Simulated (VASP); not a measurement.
Data:

```xyz
3
Lattice="3.5907 0.0000 0.0000 -1.7953 3.1096 0.0000 0.0000 0.0000 19.0865" Properties=species:S:1:pos:R:3 pbc="T T T"
S      1.7954     1.0365     8.0993
S      0.0000     2.0731    10.9872
Hf     0.0000     0.0000     9.5432
```

All values below come from PBEsol GGA, VASP's PBE PAW potentials (set 64) (plane waves; VASP). Numerical set-up: PREC = Normal, 400 eV cut-off, 12×12×1 Γ-centred mesh, Gaussian smearing of 0.050 eV, potentials S Hf_pv.

Unless said otherwise, spin-orbit coupling is left out, though it shifts the bands of the heavy elements here.

Question: Predict the energy per atom (σ→0), band gap (on the k-mesh) with the smallest direct gap where there is one.

Answer: 
```yaml
band gap (on the k-mesh): 1.11 eV
smallest direct gap (on the k-mesh): 1.99 eV
energy per atom (σ→0): -8.010 eV/atom
```

The cell is a sheet with vacuum, built from HfS2 (1T layered).
